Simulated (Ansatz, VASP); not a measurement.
# Cross-check of BP between VASP and Ansatz

Aim: how closely do two programs agree when they are given the same cell, functional and k mesh? The cell is taken from a series of runs on this material, whose earlier steps may have relaxed, scaled, displaced or heated it; both programs get it as it stands.

Method: plane waves, with VASP 6.6.1 beside it; single point at HSE06, in Ansatz 0.2.0.

### 1. The starting structure

Symmetry: F-43m, No. 216, cubic system. The conventional cell has a = 4.428 Å, b = 4.428 Å, c = 4.428 Å, α = 90.00°, β = 90.00°, γ = 90.00°. P has 4 B at 1.92 Å nearest. Nearest to B lie 4 P at 1.92 Å. Farther neighbours are not listed.

Structure file:

```xyz
2
Lattice="0.0000 2.2138 2.2138 2.2138 0.0000 2.2138 2.2138 2.2138 0.0000" Properties=species:S:1:pos:R:3 pbc="T T T"
P     3.3208    3.3208    3.3208
B     0.0000    0.0000    0.0000
```

### 2. VASP: single point, HSE06

With cell and atoms fixed, the geometry can't cause a difference; cores, projectors, grids and the points listed under the comparison can.

Lines of VASP's logs that name or quote its potential files are left out, and so is its time.

The run reads the wave functions of an earlier VASP run, which isn't shown here.

The input, INCAR:

```
SYSTEM = BP
PREC = Accurate
ENCUT = 420
EDIFF = 1E-06
NELM = 100
ISMEAR = -1
SIGMA = 0.02
LREAL = .FALSE.
ALGO = Normal
LHFCALC = .TRUE.
AEXX = 0.25
GGA = PE
HFSCREEN = 0.208
LASPH = .TRUE.
NBANDS = 10
PRECFOCK = Fast
LORBIT = 11
LWAVE = .FALSE.
LCHARG = .FALSE.
KPAR = 8
ISIF = 2
```

The input, POSCAR:

```
BP
1.0
    0.0000000000      2.2138446583      2.2138446583
    2.2138446583      0.0000000000      2.2138446583
    2.2138446583      2.2138446583      0.0000000000
P B
1 1
Direct
    0.7500000000      0.7500000000      0.7500000000
    0.0000000000      0.0000000000      0.0000000000
```

The input, KPOINTS:

```
Automatic mesh
0
Gamma
7 7 7
0 0 0
```

PAW data sets: P and B (PBE family, release 64).

The run is started by

```bash
$ mpirun -np 8 vasp_std
```

Numbers of over 12 decimals in the logs are rounded to 6 here.

The program printed:

```text
[banner, memory and clock lines left out]
running    8 mpi-ranks, on    1 nodes
 distrk:  each k-point on    1 cores,    8 groups
 distr:  one band on    1 cores,    1 groups

 POSCAR found type information on POSCAR P B
 POSCAR found :  2 types and       2 ions
|                                                                             |
|           W    W    AA    RRRRR   N    N  II  N    N   GGGG   !!!           |
|           W    W   A  A   R    R  NN   N  II  NN   N  G    G  !!!           |
|           W    W  A    A  R    R  N N  N  II  N N  N  G       !!!           |
|           W WW W  AAAAAA  RRRRR   N  N N  II  N  N N  G  GGG   !            |
|           WW  WW  A    A  R   R   N   NN  II  N   NN  G    G                |
|           W    W  A    A  R    R  N    N  II  N    N   GGGG   !!!           |
|                                                                             |
|     For optimal performance we recommend to set                             |
|       NCORE = 2 up to number-of-cores-per-socket                            |
|     NCORE specifies how many cores store one orbital (NPAR=cpu/NCORE).      |
|     This setting can greatly improve the performance of VASP for DFT.       |
|     The default, NCORE=1 might be grossly inefficient on modern             |
|     multi-core architectures or massively parallel machines. Do your        |
|     Unfortunately you need to use the default for GW and RPA                |
|     calculations (for HF NCORE is supported but not extensively tested      |
|     yet).                                                                   |
|                                                                             |

 LDA part: xc-table for (Slater+PW92), standard interpolation
 found WAVECAR, reading the header
 POSCAR, INCAR and KPOINTS ok, starting setup
 FFT: planning ... GRIDC
 FFT: planning ... GRID_SOFT
 FFT: planning ... GRID
 reading WAVECAR
 the WAVECAR file was read successfully
 initial charge from wavefunction
 entering main loop
       N       E                     dE             d eps       ncg     rms          rms(c)
DAV:   1    -0.147839091565E+02   -0.14784E+02   -0.24865E-01   430   0.341E+00    0.168E+00
DAV:   2    -0.147854406834E+02   -0.15315E-02   -0.40159E-03   494   0.453E-01    0.110E+00
DAV:   3    -0.147851515497E+02    0.28913E-03   -0.16999E-04   456   0.103E-01    0.626E-01
DAV:   4    -0.147850387210E+02    0.11283E-03   -0.31261E-05   460   0.456E-02    0.352E-01
DAV:   5    -0.147850005445E+02    0.38177E-04   -0.10199E-05   452   0.263E-02    0.198E-01
DAV:   6    -0.147849873078E+02    0.13237E-04   -0.36401E-06   448   0.156E-02    0.111E-01
DAV:   7    -0.147849828069E+02    0.45009E-05   -0.12140E-06   224   0.911E-03    0.619E-02
DAV:   8    -0.147849814394E+02    0.13675E-05   -0.43109E-07   212   0.516E-03    0.347E-02
DAV:   9    -0.147849809479E+02    0.49152E-06   -0.14719E-07   200   0.298E-03
   1 F= -.14784981E+02 E0= -.14784981E+02  d E =-.962832E-11
```

Parts of OUTCAR (step 2):

```text
ion  position               nearest neighbor table
   1  0.750  0.750  0.750-   2 1.92   2 1.92   2 1.92   2 1.92
   2  0.000  0.000  0.000-   1 1.92   1 1.92   1 1.92   1 1.92

  LATTYP: Found a face centered cubic cell.
 ALAT       =     4.4276893166

 Subroutine GETGRP returns: Found 24 space group operations
 (whereof 24 operations were pure point group operations)

The static configuration has the point symmetry T_d .

 Found     20 irreducible k-points:

   k-points           NKPTS =     20   k-points in BZ     NKDIM =    343   number of bands    NBANDS=     10

   dimension x,y,z NGX =    24 NGY =   24 NGZ =   24
   dimension x,y,z NGXF=    48 NGYF=   48 NGZF=   48

   ENCUT  =  420.0 eV  30.87 Ry    5.56 a.u.   5.23  5.23  5.23*2*pi/ulx,y,z

   NELECT =       8.0000    total number of electrons

 k-points in reciprocal lattice and weights: Automatic mesh
   0.00000000  0.00000000  0.00000000       0.003
   0.14285714  0.00000000  0.00000000       0.023
   0.28571429  0.00000000  0.00000000       0.023
   0.42857143  0.00000000  0.00000000       0.023
   0.14285714  0.14285714  0.00000000       0.017
   0.28571429  0.14285714  0.00000000       0.070
   0.42857143  0.14285714  0.00000000       0.070
  -0.42857143  0.14285714  0.00000000       0.070
  -0.28571429  0.14285714  0.00000000       0.070
[...]
-0.42857143  0.42857143  0.14285714       0.070
  -0.28571429  0.42857143  0.14285714       0.070

  exchange ACFDT corr.  =         0.00000000  see jH, gK, PRB 81, 115126

 average (electrostatic) potential at core
       1 -76.9381       2 -20.6643

 E-fermi :   8.3105

 k-point     1 :       0.0000    0.0000    0.0000
  band No.  band energies     occupation
      1      -9.9174      2.00000
      2       7.9010      2.00000
      3       7.9010      2.00000
      4       7.9010      2.00000
      5      12.3624      0.00000
      6      12.3624      0.00000
      7      12.3624      0.00000
      8      17.7907      0.00000
      9      21.0575      0.00000
    ...

 k-point     2 :       0.1429    0.0000    0.0000
  band No.  band energies     occupation
      1      -9.4905      2.00000
      2       5.3368      2.00000
      3       7.3055      2.00000
      4       7.3055      2.00000
      5      13.0921      0.00000
      6      13.1885      0.00000
      7      13.1885      0.00000
      8      18.6514      0.00000
      9      20.3836      0.00000
    ...

 k-point     3 :       0.2857    0.0000    0.0000
  band No.  band energies     occupation
      1      -8.2432      2.00000
      2       1.3455      2.00000
      3       6.4290      2.00000
      4       6.4290      2.00000
      5      13.2337      0.00000
      6      13.9314      0.00000
      7      13.9314      0.00000
      8      19.7090      0.00000
      9      20.6645      0.00000
    ...

  Total        1.6343715      1.6343715      1.6343715     -0.0000000     -0.0000000      0.0000000
  in kB      120.6673950    120.6673950    120.6673950     -0.0000000     -0.0000000      0.0000000
  external PRESSURE =     120.6673950 kB  Pullay stress =       0.0000000 kB

  energy-cutoff  :      420.00
  volume of cell :       21.70
      direct lattice vectors                 reciprocal lattice vectors
     0.000000000  2.213844658  2.213844658    -0.225851438  0.225851438  0.225851438
     2.213844658  0.000000000  2.213844658     0.225851438 -0.225851438  0.225851438
     2.213844658  2.213844658  0.000000000     0.225851438  0.225851438 -0.225851438

 POSITION                                       TOTAL-FORCE (eV/Angst)
 -----------------------------------------------------------------------------------
      3.32077      3.32077      3.32077         0.000000      0.000000      0.000000
      0.00000      0.00000      0.00000        -0.000000     -0.000000     -0.000000
 -----------------------------------------------------------------------------------
    total drift:                               -0.000000     -0.000000     -0.000000

  FREE ENERGIE OF THE ION-ELECTRON SYSTEM (eV)
  ---------------------------------------------------
  free  energy   TOTEN  =       -14.7849809479 eV

  energy  without entropy=      -14.7849809479  energy(sigma->0) =      -14.78498095

 total charge
# of ion       s       p       d       tot
------------------------------------------
    1        0.993   1.639   0.000   2.632
    2        0.688   1.369   0.000   2.056
--------------------------------------------------
tot          1.680   3.008   0.000   4.688

[... 3 further parts left out ...]
```

The run ends at a pressure of 12.07 GPa.

### 3. Ansatz: single point, HSE06

Ansatz runs on its PAW soft_1 files.

The same cell, functional, mesh and smearing now go to Ansatz.

The input, input.yaml:

```yaml
crystal:
  lattice:
    - [0.0, 2.2138446583, 2.2138446583]
    - [2.2138446583, 0.0, 2.2138446583]
    - [2.2138446583, 2.2138446583, 0.0]
  atoms:
    - { symbol: P, position: [0.75, 0.75, 0.75] }
    - { symbol: B, position: [0.0, 0.0, 0.0] }
kpoints:
  mp_grid: { grid: [7, 7, 7] }
scf:
  occupations: { method: fermi_dirac, width: 0.02 }
hamiltonian:
  xc: hse06
  pseudopotentials: { kind: paw, azcp: { folder: soft_1 } }
basis:
  ecutwfc: 600
output:
  forces: true
  stress: true
  write_density: true
  write_potential: true
  elf: true
  volumetric_format: npy
```

The run is started by

```bash
$ ansatz run input.yaml --threads 8 --pin off --max-ram 18432MiB --backend cpu --events-out ev --progress --plain --runs-dir out
```

The program printed:

```text
Warning: output.stress: scf.convergence.dr2_threshold = 1e-7 eV (the SCF's general default) is looser than the 2e-10 eV advised for a printed stress (1e-10 eV for each atom of the cell: 2). What an SCF threshold leaves in a stress goes as its square root, and in the free energy as the threshold itself, and one threshold admits the most on a small cell: [figures from the program's tests cut] Set scf.convergence.dr2_threshold to 2e-10 eV or tighter. The threshold is an SCF's pass mark: one that does not reach it within its budget of iterations ends unconverged, or closes short of it on a stop that the run arms, and scf.convergence.dr2_threshold's page says what that costs each kind of run
Warning: output.stress: scf.exx.energy_threshold = 1e-6 eV is looser than the 2e-8 eV advised for a stress under a hybrid functional (1e-8 eV for each atom of the cell: 2). Every SCF of the exchange loop can meet its threshold on dr2 while the loop round them stops early: no threshold on dr2 bounds what that leaves in the stress. Set scf.exx.energy_threshold to 2e-8 eV or tighter. The threshold is the loop's pass mark: a loop that does not reach it within its budget of cycles ends unconverged, and scf.exx.energy_threshold's page has the law
Engine: ansatz 0.2.0, aarch64-unknown-linux-gnu
Pseudopotentials: kind: paw
Pseudopotential: P, paw, valence charge 5, recommended cutoff 420 eV (normal), soft_1/P.paw.azcp
Pseudopotential: B, paw, valence charge 3, recommended cutoff 420 eV (normal), soft_1/B.paw.azcp
Functional definition: HSE06
  parameter a = 0.25
  parameter omega = 0.11/bohr
  exchange = pbe_x - a*pbe_x_sr(omega) + a*exact_x_sr(omega)
  correlation = pbe_c
Crystal: 2 atoms, lattice volume = 21.701 Å³
Basis set: ecut = 600 eV, 725 PW (Γ), exchange–correlation on 54×54×54 points (8 copies of the dense FFT grid, shifted against one another)
Bands: 8, of which v1, the nominal top of the filled ones, is band 4 counted from 1 (3 counted from 0)
Symmetry: 24 space group operations
Space group: F-43m (ITA 216), of the structure as read, at distance tolerance 2.8e-5 Å
k-points: 20 of 343 (time reversal used)
Non-local potential: P, projectors of the file, l = 0: 2, l = 1: 2, l = 2: 1
Non-local potential: B, projectors of the file, l = 0: 2, l = 1: 2, l = 2: 1
PAW form: soft (Blöchl's): semilocal exchange-correlation on the pseudo side does not see the compensation charge
PAW frozen core: P, regenerated for the run's functional, and the local potential with it (the file was generated under x = pbe(κ = 0.804, μ = 0.219515), c = pbe(β = 0.066725))
PAW frozen core: B, regenerated for the run's functional, and the local potential with it (the file was generated under x = pbe(κ = 0.804, μ = 0.219515), c = pbe(β = 0.066725))
PAW one-centre angular grid: P, 110 points (default); XC on 64 Gauss nodes
PAW one-centre angular grid: B, 110 points (default); XC on 64 Gauss nodes
Initial density: superposition of atomic densities (chi_scale 0.1, normalization cell, long waves kept (reshape's long-wave potential 0.00 eV rms))
Initial wavefunctions: pseudopotential atomic-orbital guess
Functional: x = pbe(κ = 0.804, μ = 0.219515), c = pbe(β = 0.066725), warm-up for x = pbe(κ = 0.804, μ = 0.219515) + 0.25 (exact − pbe) at short range (hse, ω = 0.207870 Å⁻¹), c = pbe(β = 0.066725); HSE06 as pw.x's `hse` composes it (authors' and Libxc's form: `xc: wpbeh`)
SCF iter   1: F=—  HF=-913.226373 eV  |F-HF|=—  |Δ(HF+E_count)|=         —  Δρ=1.04e-1  dr2=2.61e0  ethr=1.00e-1  ⟨swp⟩=4.8  Hψ=583  notcnv=0
preconditioner: auto → none  [insulator: Δε(μ)=1.978 eV  Ē_g=13.540 eV  σ=0.020 eV  W_gap=1.00  n_scr=0 (ndim 8)  ℏωp=22.5 eV  f_vac=0.000  D(μ)=0.00/eV (n_scr^D=0)]
iter 2 solved again at ethr=1.90e-3 eV; its pass at ethr=3.26e-2 eV (dr2=1.52e-1 eV) is discarded
SCF iter   2: F=—  HF=-912.400498 eV  |F-HF|=—  |Δ(HF+E_count)|=   8.26e-1  Δρ=3.20e-2  dr2=1.62e-1  ethr=1.90e-3  ⟨swp⟩=3.0  Hψ=732  notcnv=0  defer=2
SCF iter   3: F=—  HF=-912.358424 eV  |F-HF|=—  |Δ(HF+E_count)|=   4.21e-2  Δρ=1.20e-2  dr2=1.87e-2  ethr=1.90e-3  ⟨swp⟩=2.0  Hψ=320  notcnv=0
SCF iter   4: F=—  HF=-912.355898 eV  |F-HF|=—  |Δ(HF+E_count)|=   2.53e-3  Δρ=1.42e-3  dr2=2.57e-4  ethr=2.34e-4  ⟨swp⟩=3.1  Hψ=353  notcnv=0  defer=3
SCF iter   5: F=-912.355962 eV  HF=-912.355963 eV  |F-HF|=1.27e-6  |Δ(HF+E_count)|=   6.50e-5  Δρ=1.72e-4  dr2=4.80e-6  ethr=3.21e-6  ⟨swp⟩=3.3  Hψ=407  notcnv=0  defer=1
SCF 1 stopped early in 5 iterations: F = -912.355962 eV  dr2 = 4.80e-6
  greatest PAW one-centre occupation: 0.768 electrons in one spin orbital (limit 2), on the P atom at site 0 (counted from 0), in its partial waves of l = 0
Initial density: handed on by an earlier stage of this run
Initial wavefunctions: those handed on with the density
Functional: x = pbe(κ = 0.804, μ = 0.219515) + 0.25 (exact − pbe) at short range (hse, ω = 0.207870 Å⁻¹), c = pbe(β = 0.066725); HSE06 as pw.x's `hse` composes it (authors' and Libxc's form: `xc: wpbeh`)
Exchange kernel: α = 0.2500, screened, ω = 0.2079 Å⁻¹, Wigner–Seitz truncation, v(0) = 1045.9166 eV·Å³, q-mesh 7×7×7, nearest image of the exchange supercell L = 21.92 Å, pair-density grid 15×15×15, without the augmentation charges, whose exchange is taken in its separable form by FFT convolution over the k-point mesh (sized by the pseudopotential files, 24×24×24 at the most), smooth part of the exact exchange by density-matrix convolution
Frozen-core exchange: fock
SCF iter   1: F=—  HF=-913.076231 eV  |F-HF|=—  |Δ(HF+E_count)|=         —  Δρ=4.52e-3  dr2=2.37e-3  ethr=6.00e-7  ⟨swp⟩=7.6  Hψ=936  notcnv=0
preconditioner: auto → none  [insulator: Δε(μ)=1.806 eV  Ē_g=15.185 eV  σ=0.020 eV  W_gap=1.00  n_scr=0 (ndim 8)  ℏωp=22.5 eV  f_vac=0.000  D(μ)=0.00/eV (n_scr^D=0)]
SCF iter   2: F=—  HF=-913.075167 eV  |F-HF|=—  |Δ(HF+E_count)|=   1.06e-3  Δρ=1.09e-3  dr2=3.53e-4  ethr=6.00e-7  ⟨swp⟩=3.1  Hψ=406  notcnv=0
SCF iter   3: F=—  HF=-913.077187 eV  |F-HF|=—  |Δ(HF+E_count)|=   2.02e-3  Δρ=5.28e-4  dr2=5.15e-5  ethr=6.00e-7  ⟨swp⟩=4.0  Hψ=499  notcnv=0
SCF iter   4: F=—  HF=-913.077170 eV  |F-HF|=—  |Δ(HF+E_count)|=   1.70e-5  Δρ=1.42e-4  dr2=9.09e-6  ethr=6.00e-7  ⟨swp⟩=2.0  Hψ=240  notcnv=0
SCF iter   5: F=—  HF=-913.077201 eV  |F-HF|=—  |Δ(HF+E_count)|=   3.17e-5  Δρ=1.23e-4  dr2=3.66e-6  ethr=4.99e-8  ⟨swp⟩=3.2  Hψ=326  notcnv=0
SCF iter   6: F=-913.077200 eV  HF=-913.077200 eV  |F-HF|=3.30e-9  |Δ(HF+E_count)|=   1.29e-6  Δρ=6.08e-6  dr2=2.75e-7  ethr=4.24e-8  ⟨swp⟩=2.3  Hψ=253  notcnv=0
SCF 2 stopped early in 6 iterations: F = -913.077200 eV  dr2 = 2.75e-7
  greatest PAW one-centre occupation: 0.765 electrons in one spin orbital (limit 2), on the P atom at site 0 (counted from 0), in its partial waves of l = 0
hybrid outer 1: dexx = +2.303e-3 eV, tail = 9.88e-7 eV
Exchange kernel: α = 0.2500, screened, ω = 0.2079 Å⁻¹, Wigner–Seitz truncation, v(0) = 1045.9166 eV·Å³, q-mesh 7×7×7, nearest image of the exchange supercell L = 21.92 Å, pair-density grid 15×15×15, without the augmentation charges, whose exchange is taken in its separable form by FFT convolution over the k-point mesh (sized by the pseudopotential files, 24×24×24 at the most), smooth part of the exact exchange by density-matrix convolution
Frozen-core exchange: fock
SCF iter   1: F=—  HF=-913.077172 eV  |F-HF|=—  |Δ(HF+E_count)|=         —  Δρ=1.97e-5  dr2=8.31e-8  ethr=6.17e-8  ⟨swp⟩=5.2  Hψ=491  notcnv=0
preconditioner: auto → none  [insulator: Δε(μ)=1.854 eV  Ē_g=15.196 eV  σ=0.020 eV  W_gap=1.00  n_scr=0 (ndim 8)  ℏωp=22.5 eV  f_vac=0.000  D(μ)=0.00/eV (n_scr^D=0)]
SCF iter   2: F=-913.077172 eV  HF=-913.077172 eV  |F-HF|=3.22e-11  |Δ(HF+E_count)|=   2.21e-8  Δρ=4.02e-6  dr2=2.35e-9  ethr=9.51e-10  ⟨swp⟩=3.0  Hψ=307  notcnv=0
SCF 3 converged in 2 iterations: F = -913.077172 eV  dr2 = 2.35e-9
  Residual-converged pass: ⟨swp⟩=3.0  Hψ=320  notcnv=0  max |occ|·‖R‖ = 1.9e-6 eV (tolerance 2.4e-6 eV)  dr2=2.44e-9  dr2_onsite=3.87e-11  max |Δocc| = 0.0e0
hybrid outer 2: dexx = +1.347e-8 eV, tail = 4.88e-9 eV, Δε = 4.43e-4 eV (about 3.50e-5 eV left of the loop's levels)
hybrid SCF converged: 2 outer / 8 inner (+5 warm-up), last move |dexx| = 1.35e-8 eV, tail = 4.88e-9 eV
Stability not checked: this state was not tested for a lower state beside it, because the functional holds exact exchange (a hybrid, or Hartree-Fock), whose exchange loop this test does not read (fock_operator; see scf.lower_state_search)
Free energy (F): -913.077172 eV
Frozen-core exchange: fock
Harris-Foulkes:  -913.077172 eV  (|F-HF|=3.22e-11)
Internal energy: -913.077172 eV  (E = F + TS)
E sigma→0 (E₀):  -913.077172 eV
Fermi energy:    10.782036 eV
--- Per-component energies (eV) ---
  E_band       = 19.078861
  E_kinetic    = 124.561444
  E_local      = -55.398037  (includes V_loc(G=0)·N_el)
  E_nonlocal   = 39.375193
  E_hartree    = 16.229963
  E_xc         = -87.857109
  E_vxc        = -83.431246  (∫ρ·V_xc dr)
  E_exx        = -14.042037  (= α·E_x^exact, valence–valence)
  E_paw        = -643.254177  (= ΣΔE_a)
  E_vpaw       = -10.404420  (= ΣTr[D̂ρ^β])
  E_aug_tail   = 0.000000  (compensation charges beyond the density's cutoff)
  E_ewald      = -292.604204
  E_core_change = -0.088209  (= ΣΔE_core)
  E_smearing   = -0.000000  (= −TS)
  E_closure    = 0.000000  (closes the sum)
  Σ components = -913.077172   (vs F -913.077172, Δ=-1.14e-13)
--- Forces (eV/Å), atoms counted from 1 ---
  atom   1  P      0.00000000    -0.00000000    -0.00000000
  atom   2  B     -0.00000000    -0.00000000     0.00000000
  max |Σ_I F_I| component: 2.59e-16 eV/Å
--- Stress (GPa, compression-positive) ---
       12.671845      -0.000000      -0.000000
       -0.000000      12.671845       0.000000
       -0.000000       0.000000      12.671845
  P = ⅓ Tr σ = 12.6718 GPa (126.718 kbar)
--- Band table (eV; the first three rows and the last of 20) ---
  k-point 0: bands = ["-7.9494", "9.8619", "9.8619", "9.8619", "14.3310", "14.3310"]
  k-point 1: bands = ["-7.5227", "7.3009", "9.2672", "9.2672", "15.0540", "15.1542"]
  k-point 2: bands = ["-6.2757", "3.3097", "8.3906", "8.3906", "15.1920", "15.8927"]
  k-point 19: bands = ["-2.0793", "0.5927", "2.6486", "4.6703", "14.8305", "17.9902"]
  guard bands above this table: 2 of the run's 8 bands. The solve was not asked for them (output.publish_guard_bands: true or output.eigenvalues: true publishes all)
```

The run ends at a pressure of 12.67 GPa.

### 4. Differences

Known differences besides the potentials themselves: exact exchange at q = 0 is treated differently, which shows on coarse meshes; VASP keeps PBE cores, Ansatz makes them for the functional; the cutoff is 600 eV in Ansatz and 420 eV in VASP; VASP takes a coarser grid for exact exchange (PRECFOCK = Fast). Total energies have different zeros and are not compared.

Compared:

| quantity | Ansatz | VASP | difference |
| --- | --- | --- | --- |
| pressure (GPa) | 12.67 | 12.07 | +0.61 |
| gap on the k mesh (eV) | 1.854 | 1.847 | +0.007 |

A gap on the mesh is an upper bound, since the band edges may lie between its points.

### 5. What came out

| Quantity | Value |
| --- | --- |
| difference in gap on the k mesh (single point, HSE06) | 0.0069 eV |
| difference in pressure (single point, HSE06) | 0.61 GPa |

What this shows: The difference in pressure is 0.61 GPa (single point, HSE06), within the 1 GPa picked in this series as the mark of a large difference. How closely two codes agree says nothing of how well the functional describes the real material.

[Lines on the potential files, build, host, timing and source positions are cut from VASP's logs without a mark.]

[Logs are printed without paths, hosts, clocks, repeated set-up lines and the standing remarks that a program may print on its own settings, such as how far it seeks lower states.]

[Hosts, paths, dates, database ids (printed as entryN), source tags and the programs' standing remarks are cut or masked in the printed files.]
